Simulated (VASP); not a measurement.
Here is the system:

```yaml
crystal:
  lattice:
    - [4.29000, 0.00000, 0.00000]
    - [0.00000, 4.29000, 0.00000]
    - [0.00000, 0.00000, 4.29000]
  atoms:
    - { symbol: Cs, position: [0.00000, 0.00000, 0.00000] }
    - { symbol: Br, position: [0.50000, 0.50000, 0.50000] }
```

All values below come from PBE GGA, VASP's PBE PAW potentials (set 64) (plane waves; VASP). Numerical set-up: 300 eV cut-off, 8×8×8 Γ-centred mesh, Fermi-Dirac smearing of 0.010 eV, potentials Cs_sv Br.

Unless said otherwise, spin-orbit coupling is left out, though it shifts the bands of the heavy elements here.

Question: Give the energies of bands 3 to 11 at the high-symmetry points, in eV from the valence-band maximum.

Answer: 
```csv
band,Γ,X,M,R
3,-6.38,-6.75,-6.96,-6.78
4,-6.38,-6.27,-6.96,-6.78
5,-6.38,-6.27,-6.21,-6.78
6,0.00,-1.32,-0.57,-1.18
7,0.00,-0.21,-0.57,-1.18
8,0.00,-0.21,0.00,-1.18
9,4.51,5.92,5.26,8.31
10,4.92,7.29,5.50,8.31
11,4.92,7.75,7.23,8.31
```

The gap is direct, 4.51 eV, from the valence maximum at Γ to the conduction minimum at Γ.

The structure is a typed CsBr crystal (Pm-3m). The cell was not relaxed at this level.
